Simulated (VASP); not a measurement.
# SbC (Pm-3m) in VASP: further runs

One crystal, SbC, is run at these levels: PBE0(alpha); tasks: single point.

Program: VASP 6.6.1. These are calculated values, not measurements. Logs are shortened: lines on timing, memory, paths and dates and some standing lists are left out, and cuts for length are marked.

### Step 1. The structure

It takes space group Pm-3m (No. 221, cubic). The conventional cell has a = 3.115 Å, b = 3.115 Å, c = 3.115 Å, α = 90.00°, β = 90.00°, γ = 90.00°. Around Sb (site symmetry m-3m) lie 8 C at 2.70 Å. C (site symmetry m-3m) is surrounded by 8 Sb at 2.70 Å.

The cell was built by a generator and needn't be a form met in nature.

### Step 2. Single point, PBE0(alpha)

File POSCAR:

```
SbC
1.0
    3.1146800000      0.0000000000      0.0000000000
    0.0000000000      3.1146800000      0.0000000000
    0.0000000000      0.0000000000      3.1146800000
Sb C
1 1
Direct
    0.5000000000      0.5000000000      0.5000000000
    0.0000000000      0.0000000000      0.0000000000
```

File INCAR.step1:

```
PREC     = Accurate       # precision mode
ENCUT    = 520            # plane-wave cutoff, eV
EDIFF    = 1E-5           # SCF threshold, eV
ISMEAR   = -1             # smearing method
SIGMA    = 0.05           # smearing width, eV
LREAL    = False          # projectors in reciprocal space
LASPH    = True           # aspherical terms in the spheres
NELM     = 100            # most SCF steps
ALGO     = Normal         # electronic algorithm
ISIF     = 2              # what is computed and relaxed
LWAVE    = True           # write WAVECAR
LCHARG   = False          # write CHGCAR
NBANDS   = 12             # bands
GGA      = PE             # functional
```

File INCAR.step2:

```
PREC     = Accurate       # precision mode
ENCUT    = 520            # plane-wave cutoff, eV
EDIFF    = 1E-7           # SCF threshold, eV
ISMEAR   = -1             # smearing method
SIGMA    = 0.05           # smearing width, eV
LREAL    = False          # projectors in reciprocal space
LASPH    = True           # aspherical terms in the spheres
NELM     = 100            # most SCF steps
ALGO     = Normal         # electronic algorithm
ISIF     = 2              # what is computed and relaxed
LWAVE    = False          # write WAVECAR
LCHARG   = False          # write CHGCAR
GGA      = PE             # functional
LHFCALC  = True           # exact exchange
AEXX     = 0.4            # exact-exchange fraction
PRECFOCK = Fast         
HFRCUT   = -1           
NBANDS   = 12             # bands
ISTART   = 1
```

File KPOINTS:

```
Automatic mesh
0
Gamma
  5 5 5
```

Potentials or basis: VASP PAW PBE potentials, release 64 (Sb, C).

Run with:

```console
cat potpaw_PBE.64/Sb/POTCAR potpaw_PBE.64/C/POTCAR > POTCAR
cp INCAR.step1 INCAR
mpirun -np 1 vasp_std > vasp.out
cp INCAR.step2 INCAR
mpirun -np 1 vasp_std > vasp.out
```

OUTCAR:

```text
PREC = Accurate
   ENCUT = 520
   EDIFF = 1E-7
   ISMEAR = -1
   LREAL = False
   LASPH = True
   NELM = 100
   ISIF = 2
   GGA = PE
   LHFCALC = True
   AEXX = 0.4
   PRECFOCK = Fast
   ISTART = 1

 ion  position               nearest neighbor table
   1  0.500  0.500  0.500-   2 2.70   2 2.70   2 2.70   2 2.70   2 2.70   2 2.70   2 2.70   2 2.70

   2  0.000  0.000  0.000-   1 2.70   1 2.70   1 2.70   1 2.70   1 2.70   1 2.70   1 2.70   1 2.70

  LATTYP: Found a simple cubic cell.
 ALAT       =     3.1146800000

  Lattice vectors:

 A1 = (   3.1146800000,   0.0000000000,   0.0000000000)
 A2 = (   0.0000000000,   3.1146800000,   0.0000000000)
 A3 = (   0.0000000000,   0.0000000000,   3.1146800000)

Analysis of symmetry for initial positions (statically):
=====================================================================
 Subroutine PRICEL returns:
 Original cell was already a primitive cell.

 Routine SETGRP: Setting up the symmetry group for a
 simple cubic supercell.

 Subroutine GETGRP returns: Found 48 space group operations
 (whereof 48 operations were pure point group operations)
 out of a pool of 48 trial point group operations.

The static configuration has the point symmetry O_h .

Analysis of symmetry for dynamics (positions and initial velocities):
=====================================================================
 Subroutine PRICEL returns:
 Original cell was already a primitive cell.

 Routine SETGRP: Setting up the symmetry group for a
 simple cubic supercell.

 Subroutine GETGRP returns: Found 48 space group operations
 (whereof 48 operations were pure point group operations)
 out of a pool of 48 trial point group operations.

The dynamic configuration has the point symmetry O_h .

 Subroutine INISYM returns: Found 48 space group operations
 (whereof 48 operations are pure point group operations),
 and found     1 'primitive' translations

----------------------------------------------------------------------------------------

                                     Primitive cell

  volume of cell :      30.2162

  direct lattice vectors                    reciprocal lattice vectors
     3.114680000  0.000000000  0.000000000     0.321060269  0.000000000  0.000000000
     0.000000000  3.114680000  0.000000000     0.000000000  0.321060269  0.000000000
     0.000000000  0.000000000  3.114680000     0.000000000  0.000000000  0.321060269

  length of vectors
     3.114680000  3.114680000  3.114680000     0.321060269  0.321060269  0.321060269

  position of ions in fractional coordinates (direct lattice)
     0.500000000  0.500000000  0.500000000
     0.000000000  0.000000000  0.000000000

  ion indices of the primitive-cell ions
   primitive index   ion index
                 1           1
                 2           2

----------------------------------------------------------------------------------------

 KPOINTS: Automatic mesh

Automatic generation of k-mesh.
 Grid dimensions read from file:
 generate k-points for:    5    5    5

 Generating k-lattice:

  Cartesian coordinates                     Fractional coordinates (reciprocal lattice)
     0.064212054  0.000000000  0.000000000     0.200000000  0.000000000  0.000000000
     0.000000000  0.064212054  0.000000000     0.000000000  0.200000000  0.000000000
     0.000000000  0.000000000  0.064212054     0.000000000  0.000000000  0.200000000

  Length of vectors
     0.064212054  0.064212054  0.064212054

  Shift w.r.t. Gamma in fractional coordinates (k-lattice)
     0.000000000  0.000000000  0.000000000

 Subroutine IBZKPT returns following result:
 ===========================================

 Found     10 irreducible k-points:

 Following reciprocal coordinates:
            Coordinates               Weight
  0.000000  0.000000  0.000000      1.000000
  0.200000  0.000000  0.000000      6.000000
  0.400000  0.000000  0.000000      6.000000
  0.200000  0.200000  0.000000     12.000000
  0.400000  0.200000  0.000000     24.000000
  0.400000  0.400000  0.000000     12.000000
  0.200000  0.200000  0.200000      8.000000
  0.400000  0.200000  0.200000     24.000000
  0.400000  0.400000  0.200000     24.000000
  0.400000  0.400000  0.400000      8.000000
   k-points           NKPTS =     10   k-points in BZ     NKDIM =    125   number of bands    NBANDS=     12
   number of dos      NEDOS =    301   number of ions     NIONS =      2
   total plane-waves  NPLWV =  13824
   dimension x,y,z NGX =    24 NGY =   24 NGZ =   24
   dimension x,y,z NGXF=    48 NGYF=   48 NGZF=   48
   ions per type =               1   1
   NGX,Y,Z   is equivalent  to a cutoff of  12.81, 12.81, 12.81 a.u.
   NGXF,Y,Z  is equivalent  to a cutoff of  25.62, 25.62, 25.62 a.u.
 SYSTEM =  unknown system
   PREC   = accura    normal or accurate (medium, high low for compatibility)
   ISTART =      1    job   : 0-new  1-cont  2-samecut
   ICHARG =      0    charge: 1-file 2-atom 10-const
   ISPIN  =      1    spin polarized calculation?
   LNONCOLLINEAR =      F non collinear calculations
   LSORBIT =      F    spin-orbit coupling
   LASPH  =      T    aspherical Exc in radial PAW
   ENCUT  =  520.0 eV  38.22 Ry    6.18 a.u.   5.79  5.79  5.79*2*pi/ulx,y,z
   NELM   =    100;   NELMIN=  2; NELMDL=  0     # of ELM steps
   EDIFF  = 0.1E-06   stopping-criterion for ELM
   LREAL  =      F    real-space projection
   EDIFFG = 0.1E-05   stopping-criterion for IOM
   NSW    =      0    number of steps for IOM
   IBRION =     -1    ionic relax: 0-MD 1-quasi-New 2-CG
   NFREE  =      0    steps in history (QN), initial steepest desc. (CG)
   ISIF   =      2    stress and relaxation
   ISYM   =      3    0-nonsym 1-usesym 2-fastsym
   POTIM  = 0.5000    time-step for ionic-motion
   TEBEG  =    0.0;   TEEND  =   0.0 temperature during run
   PSTRESS=    0.0 pullay stress
   NELECT =       9.0000    total number of electrons
   NUPDOWN=      -1.0000    fix difference up-down
   EMIN   =  10.00;   EMAX   =-10.00  energy-range for DOS
   EFERMI =   0.00;   METHOD = LEGACY
   ISMEAR =    -1;   SIGMA  =   0.05  broadening in eV -4-tet -1-fermi 0-gaus
   EFERMI_NEDOS =   21; number of points for ismear=-14 and -15
   IALGO  =     38    algorithm
   IMIX   =      1    mixing-type and parameters
     AMIX     =   0.40;   BMIX     =  1.00
     AMIX_MAG =   1.60;   BMIX_MAG =  1.00
  volume/ion in A,a.u.               =      15.11       101.95
  Fermi-wavevector in a.u.,A,eV,Ry     =   1.093307  2.066051 16.263326  1.195321
  Thomas-Fermi vector in A             =   2.229590
   LORBIT       =      0    0 simple, 1 ext, 2 COOP (PROOUT), +10 PAW based schemes
   GGA     = PE    functional components
   LHFCALC =     T    Hartree Fock is set to
   PRECFOCK=fast      Normal, Fast or Accurate (Low or Medium for compatibility)
   ENCUT4O =  -1.0   cutoff for four orbital integrals eV
   NKREDX  =     1    reduce k-point grid by
   NKREDY  =     1    reduce k-point grid by
   NKREDZ  =     1    reduce k-point grid by
   AEXX    =    0.4000 exact exchange contribution
   HFSCREEN=    0.0000 screening length (either q_TF or 0.3 A-1)
   HFSCREENC=   0.0000 screening length for correlation (either q_TF or 0.3 A-1)
   ENCUTFOCK=  -1.0 apply spherical cutoff to Coloumb kernel
   IVDW    =     0    specifies the selected vdW correction
   LEPSILON=     F    determine dielectric tensor
   LRPA    =     F    only Hartree local field effects (RPA)
 non-spin polarized calculation
  energy-cutoff  :      520.00
  volume of cell :       30.22
 maximum number of plane-waves:       822
 NGX is ok and might be reduce to    24
  NGX = 14; NGY = 14; NGZ = 14

 number of electron       8.9999999 magnetization

 Free energy of the ion-electron system (eV)
  ---------------------------------------------------
  ext. energy  EPLUGINS =         0.00000000
  ---------------------------------------------------
  free energy    TOTEN  =       -13.52859151 eV

  energy without entropy =      -13.51931604  energy(sigma->0) =      -13.52395377

 E-fermi :   8.6900     XC(G=0):  -7.5474

 val. band max:        8.6167003306   @ k =   0.4000   0.2000   0.0000
 cond. band min:       9.9663908903   @ k =   0.4000   0.0000   0.0000
 fundamental gap:      1.3496905596
 Fermi energy:         8.6900341982

 k-point     1 :       0.0000    0.0000    0.0000
  band No.  band energies     occupation
      1      -9.2329      2.00000
      2       3.6100      2.00000
      3       6.5809      2.00000
      4       6.5809      2.00000
      5       6.5809      2.00000
      6      16.1679      0.00000
      7      16.1679      0.00000
      8      19.2889      0.00000
      9      19.2889      0.00000
     10      19.2889      0.00000
     11      27.4218      0.00000
     12      27.4218      0.00000

 k-point     2 :       0.2000    0.0000    0.0000
  band No.  band energies     occupation
      1      -8.7740      2.00000
      2       0.9906      2.00000
      3       7.3868      2.00000
      4       7.3868      2.00000
      5       7.7647      2.00000
      6      16.1728      0.00000
      7      16.8185      0.00000
      8      18.0629      0.00000
      9      18.0629      0.00000
     10      20.6728      0.00000
     11      25.2510      0.00000
     12      26.4395      0.00000

 k-point     3 :       0.4000    0.0000    0.0000
  band No.  band energies     occupation
      1      -6.7211      2.00000
      2      -3.3177      2.00000
      3       9.9664      0.00000
      4      10.0538      0.00000
      5      10.0538      0.00000
      6      13.3476      0.00000
      7      15.4406      0.00000
      8      15.4406      0.00000
      9      18.4012      0.00000
     10      21.3814      0.00000
     11      25.3423      0.00000
     12      26.4946      0.00000
[... 76 lines left out ...]
 k-point     9 :       0.4000    0.4000    0.2000
  band No.  band energies     occupation
      1      -3.7249      2.00000
      2      -0.8814      2.00000
      3       1.8777      2.00000
      4       4.2800      2.00000
      5       7.5030      2.00000
      6      11.8631      0.00000
      7      13.2927      0.00000
      8      15.6108      0.00000
      9      22.2619      0.00000
     10      24.2713      0.00000
     11      24.3335      0.00000
     12      26.6400      0.00000

 k-point    10 :       0.4000    0.4000    0.4000
  band No.  band energies     occupation
      1      -2.5106      2.00000
      2       0.6151      2.00000
      3       4.1244      2.00000
      4       4.1244      2.00000
      5       5.2723      2.00000
      6       8.1717      1.99994
      7       8.1717      1.99994
      8      11.5259      0.00000
      9      24.5854      0.00000
     10      25.3144      0.00000
     11      25.3144      0.00000
     12      30.1186      0.00000

------------------------ aborting loop because EDIFF is reached ----------------------------------------

  FORCE on cell =-STRESS in cart. coord.  units (eV):
  Direction    XX          YY          ZZ          XY          YZ          ZX
  --------------------------------------------------------------------------------------
  -------------------------------------------------------------------------------------
  Total       -1.5155768     -1.5155768     -1.5155768      0.0000000      0.0000000     -0.0000000
  in kB      -80.3615374    -80.3615374    -80.3615374      0.0000000      0.0000000     -0.0000000
  external PRESSURE =     -80.3615374 kB  Pullay stress =       0.0000000 kB

 VOLUME and BASIS-vectors are now :
 -----------------------------------------------------------------------------
  energy-cutoff  :      520.00
  volume of cell :       30.22
      direct lattice vectors                 reciprocal lattice vectors
     3.114680000  0.000000000  0.000000000     0.321060269  0.000000000  0.000000000
     0.000000000  3.114680000  0.000000000     0.000000000  0.321060269  0.000000000
     0.000000000  0.000000000  3.114680000     0.000000000  0.000000000  0.321060269

 POSITION                                       TOTAL-FORCE (eV/Angst)
 -----------------------------------------------------------------------------------
      1.55734      1.55734      1.55734         0.000000      0.000000      0.000000
      0.00000      0.00000      0.00000         0.000000      0.000000      0.000000
 -----------------------------------------------------------------------------------
    total drift:                               -0.000000      0.000000      0.000000

  FREE ENERGIE OF THE ION-ELECTRON SYSTEM (eV)
  ---------------------------------------------------
  free  energy   TOTEN  =       -13.5285915062 eV

  energy  without entropy=      -13.5193160375  energy(sigma->0) =      -13.52395377
```

It took 64 s on 1 thread of Intel Xeon 6975P-C (Granite Rapids), shared host; peak memory 0.14 GiB.

Results:

* Free energy: -13.5286 eV
* Pressure: -8.0 GPa
* Band gap on the k mesh: none (metal or under the smearing width)

Levels at points of the mesh, in eV from the Fermi level:
| k point | band 2 | band 3 | band 4 | band 5 | band 6 | band 7 |
| --- | --- | --- | --- | --- | --- | --- |
| (0.00, 0.00, 0.00) | -5.08 | -2.11 | -2.11 | -2.11 | 7.48 | 7.48 |

Caveat: the k mesh is coarse (spacing up to 0.40 Å⁻¹), so the values aren't converged, least of all with exact exchange; the PAW data sets were made with another functional, which shifts forces and pressure a little. Spin-orbit coupling is left out, which matters for the levels of Sb.

(Continued in part 2 of 2.)
